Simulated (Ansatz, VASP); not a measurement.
# Cross-check of ZrB2 between VASP and Ansatz, part 2 of 2

Wanted: the spread between two codes on one cell, functional and k mesh. The cell is taken from a series of runs on this material, whose earlier steps may have relaxed, scaled, displaced or heated it; both programs get it as it stands.

VASP 6.6.1 and Ansatz 0.2.0.

So far: The structure; VASP: zone-centre phonons, PBEsol.

## 3. Ansatz: zone-centre phonons, PBEsol

Level of this step: Ansatz beside VASP: Kohn-Sham DFT, plane waves, PBEsol (Ansatz).

Ansatz runs on its PAW soft_1 files.

The same cell, functional, mesh and smearing now go to Ansatz, which takes its cutoff from its data sets.

File input.yaml:

```yaml
crystal:
  lattice:
    - [3.0916442872, 0.0, 0.0]
    - [-1.5458221436, 2.6774424922, 0.0]
    - [0.0, 0.0, 3.5479489955]
  atoms:
    - { symbol: B, position: [0.3333333333, 0.6666666667, 0.5] }
    - { symbol: B, position: [0.6666666667, 0.3333333333, 0.5] }
    - { symbol: Zr, position: [0.0, 0.0, 0.0] }
kpoints:
  mp_grid: { grid: [15, 15, 12] }
hamiltonian:
  xc: pbesol
  pseudopotentials: { kind: paw, azcp: { folder: soft_1 }, xc_functional: pbe }
scf:
  occupations: { method: methfessel_paxton, width: 0.2 }
output:
  eigenvalues: true
phonons:
  method: dfpt
```

On the command line:

```console
> ansatz run input.yaml --threads 4 --pin off --max-ram 10240MiB --backend cpu --events-out ev --progress --plain --runs-dir out
```

Numbers of over 12 decimals in the logs are rounded to 6 here.

The log of the run:

```text
zone centre: on kpoints.mp_grid the ground state, and the responses unless they are solved on pairs of k-points, stand on 448 of the mesh's 2700 k-points, reduced under 4 symmetry operations, with k and −k counted as one. Each operation leaves every solved displacement unchanged or reverses it
Engine: ansatz 0.2.0, x86_64-unknown-linux-gnu
Pseudopotentials: kind: paw
Pseudopotential: B, paw, valence charge 3, recommended cutoff 420 eV (normal), soft_1/B.paw.azcp
Pseudopotential: Zr, paw, valence charge 12, recommended cutoff 420 eV (normal), soft_1/Zr.paw.azcp
Functional definition: PBEsol
  exchange = pbesol_x
  correlation = pbesol_c
Crystal: 3 atoms, lattice volume = 29.369 Å³
Basis set: ecut = 420 eV, 563 PW (Γ), exchange–correlation on 48×48×48 points (8 copies of the dense FFT grid, shifted against one another)
Bands: 13, of which v1, the nominal top of the filled ones, is band 9 counted from 1 (8 counted from 0)
Symmetry: 24 space group operations
k-points: 448 of 2700 (irreducible under 4 space group operations, time reversal used)
Non-local potential: B, projectors of the file, l = 0: 2, l = 1: 2, l = 2: 1
Non-local potential: Zr, projectors of the file, l = 0: 3, l = 1: 2, l = 2: 2, l = 3: 1
PAW form: soft (Blöchl's): semilocal exchange-correlation on the pseudo side does not see the compensation charge
PAW frozen core: B, regenerated for the run's functional, and the local potential with it (the file was generated under x = pbe(κ = 0.804, μ = 0.219515), c = pbe(β = 0.066725))
PAW frozen core: Zr, regenerated for the run's functional, and the local potential with it (the file was generated under x = pbe(κ = 0.804, μ = 0.219515), c = pbe(β = 0.066725))
PAW one-centre angular grid: B, 110 points (default); XC on 64 Gauss nodes
PAW one-centre angular grid: Zr, 590 points (default); XC on 64 Gauss nodes
Initial density: superposition of atomic densities (chi_scale 0.1, normalization cell, long waves kept (reshape's long-wave potential 0.00 eV rms))
Initial wavefunctions: pseudopotential atomic-orbital guess
Functional: x = pbesol(κ = 0.804, μ = 0.123457), c = pbesol(β = 0.046)
SCF iter   1: F=—  HF=-4437.771568 eV  |F-HF|=—  |Δ(HF+E_count)|=         —  Δρ=6.03e-2  dr2=1.93e0  ethr=3.10e-3  ⟨swp⟩=5.0  Hψ=28256  notcnv=0
preconditioner: auto → none  [metal: Δε(μ)=0.060 eV  Ē_g=17.202 eV  σ=0.200 eV  W_gap=0.25  n_scr=8 (ndim 8)  ℏωp=27.4 eV  f_vac=0.000  D(μ)=0.22/eV (n_scr^D=0)  sad-step TF]
SCF iter   2: F=—  HF=-4437.327396 eV  |F-HF|=—  |Δ(HF+E_count)|=   4.44e-1  S|Δr|=    0.00e0  Δρ=3.03e-2  dr2=4.43e-1  ethr=3.10e-3  ⟨swp⟩=2.3  Hψ=11774  notcnv=0
SCF iter   3: F=—  HF=-4437.197455 eV  |F-HF|=—  |Δ(HF+E_count)|=   1.30e-1  S|Δr|=    0.00e0  Δρ=2.33e-3  dr2=1.17e-3  ethr=2.46e-3  ⟨swp⟩=2.1  Hψ=9937  notcnv=0
SCF iter   4: F=—  HF=-4437.197917 eV  |F-HF|=—  |Δ(HF+E_count)|=   4.62e-4  S|Δr|=    0.00e0  Δρ=4.41e-4  dr2=4.63e-5  ethr=6.52e-6  ⟨swp⟩=2.4  Hψ=13410  notcnv=0
SCF iter   5: F=—  HF=-4437.197930 eV  |F-HF|=—  |Δ(HF+E_count)|=   1.37e-5  S|Δr|=    0.00e0  Δρ=4.98e-5  dr2=1.09e-6  ethr=2.57e-7  ⟨swp⟩=2.4  Hψ=9464  notcnv=0
SCF iter   6: F=—  HF=-4437.197930 eV  |F-HF|=—  |Δ(HF+E_count)|=   2.84e-7  S|Δr|=    0.00e0  Δρ=7.08e-6  dr2=1.04e-8  ethr=6.05e-9  ⟨swp⟩=2.0  Hψ=8813  notcnv=0
SCF iter   7: F=—  HF=-4437.197930 eV  |F-HF|=—  |Δ(HF+E_count)|=   2.28e-9  S|Δr|=    0.00e0  Δρ=1.78e-6  dr2=6.04e-10  ethr=5.78e-11  ⟨swp⟩=2.0  Hψ=9860  notcnv=0
SCF iter   8: F=-4437.197930 eV  HF=-4437.197930 eV  |F-HF|=0.00e0  |Δ(HF+E_count)|=  8.82e-11  S|Δr|=    0.00e0  Δρ=2.68e-7  dr2=9.79e-12  ethr=1.00e-12  ⟨swp⟩=4.0  Hψ=27742  notcnv=0
SCF 1 converged in 8 iterations: F = -4437.197930 eV  dr2 = 9.79e-12
  greatest PAW one-centre occupation: 0.996 electrons in one spin orbital (limit 2), on the Zr atom at site 2 (counted from 0), in its partial waves of l = 0
DFPT response loops at Γ: preconditioner auto → Kerker (q_TF=auto, 2.515 Å⁻¹) (partly filled bands, converged f_vac=0.000); β = 1.00, the filter's whole step (`scf.mixing.beta` (0.50) is not read by the response loops under this deck's `scf.mixing.preconditioner`; to damp them name `kerker` or `kerker_dos`, under which they read `scf.mixing.beta`, and type it under 1.00, their step now; both keys bind the ground state too); Broyden in place of MSR1
SCF converged after 8 iterations
Stability not checked: this state was not tested for a lower state beside it, because cold or Methfessel-Paxton smearing, or corrected tetrahedra, fill the levels in a way that the test cannot read (fill_not_monotonic; see scf.lower_state_search)
Free energy (F): -4437.197930 eV
Harris-Foulkes:  -4437.197930 eV  (|F-HF|=0.00e0)
Internal energy: -4437.198544 eV  (E = F + TS)
E sigma→0 (E₀):  -4437.198084 eV
Entropy (-TS):   0.000613 eV (0.204 meV/atom)
Fermi energy:    16.368262 eV
--- Per-component energies (eV) ---
  E_band       = -13.235615
  E_kinetic    = 422.453718
  E_local      = -506.781786  (includes V_loc(G=0)·N_el)
  E_nonlocal   = 91.394961
  E_hartree    = 172.757594
  E_xc         = -222.977466
  E_vxc        = -264.827432  (∫ρ·V_xc dr)
  E_paw        = -3060.200074  (= ΣΔE_a)
  E_vpaw       = -100.990215  (= ΣTr[D̂ρ^β])
  E_aug_tail   = -0.000008  (compensation charges beyond the density's cutoff)
  E_ewald      = -1334.040625
  E_core_change = 0.195143  (= ΣΔE_core)
  E_smearing   = 0.000613  (= −TS)
  E_closure    = 0.000000  (closes the sum)
  Σ components = -4437.197930   (vs F -4437.197930, Δ=0.00e0)
--- Band table (eV; the first three rows and the last of 448) ---
  k-point 0: bands = [... 5 lower, 13.6063, 13.8937, 13.9113, 13.9113, 20.0406, 20.0406, 20.5965, 20.5965]
  k-point 1: bands = [... 5 lower, 12.8711, 13.9764, 13.9764, 14.5943, 19.5232, 19.5232, 20.3865, 20.3865]
  k-point 2: bands = [... 5 lower, 11.9773, 14.1698, 14.1698, 15.4040, 18.7056, 18.7056, 19.8290, 19.8290]
  k-point 447: bands = [... 5 lower, 9.4329, 11.6813, 12.8453, 13.8449, 19.7379, 21.5756, 21.6759, 22.4955]
--- Phonons (Γ-DFPT): 4 representative perturbations + reference, on 448 of 2700 k-points (Σ response iterations 12) ---
  k mesh reduced under 4 symmetry operations, with k and −k counted as one. Each operation leaves every solved displacement unchanged or reverses it
  ASR residual: 2.761e-4 → 0.000e0 eV/Å²; symmetrization residual: 1.802e-7 eV/Å²
  ASR residual per site (eV/Å²): 2.25e-5 2.25e-5 2.76e-4
  Γ frequencies (cm⁻¹): 0.00 0.00 0.00 469.65 469.65 489.71 589.92 858.11 858.11
  non-analytic LO–TO correction: not included (Born effective charges unavailable; polar crystals: no LO–TO splitting at Γ)
```

## 4. Side by side

Known differences besides the potentials themselves: the cutoff is 420 eV in Ansatz and 500 eV in VASP; Ansatz makes its cores anew for this functional, VASP keeps those of its PBE data sets. Total energies have different zeros and are not compared.

Both answers:

| quantity | Ansatz | VASP | difference |
| --- | --- | --- | --- |
| optical mode 1 to 2 (cm⁻¹) | 469.6 | 470.2 | -0.12 % |
| optical mode 3 (cm⁻¹) | 489.7 | 491.5 | -0.37 % |
| optical mode 4 (cm⁻¹) | 589.9 | 590.2 | -0.04 % |
| optical mode 5 to 6 (cm⁻¹) | 858.1 | 861.1 | -0.34 % |

Modes are paired by rising frequency, not by their patterns, so a pair may set unlike modes beside each other; they are those without the splitting of longitudinal modes.

## 5. Summary of results

| Quantity | Value |
| --- | --- |
| r.m.s. difference of the optical zone-centre modes, each program's sorted by frequency (zone-centre phonons, PBEsol) | 1.9 cm⁻¹ |

In words: The r.m.s. difference of the optical zone-centre modes, each program's sorted by frequency is 1.9 cm⁻¹ (zone-centre phonons, PBEsol). Such differences can come from data sets, numerical settings and the points named under the comparisons, not from the functional's error against experiment.

[Lines on the potential files, build, host, timing and source positions are cut from VASP's logs without a mark.]

[Logs are printed without paths, hosts, clocks, repeated set-up lines and the standing remarks that a program may print on its own settings, such as how far it seeks lower states.]

[Hosts, paths, dates, database ids (printed as entryN), source tags and the programs' standing remarks are cut or masked in the printed files.]
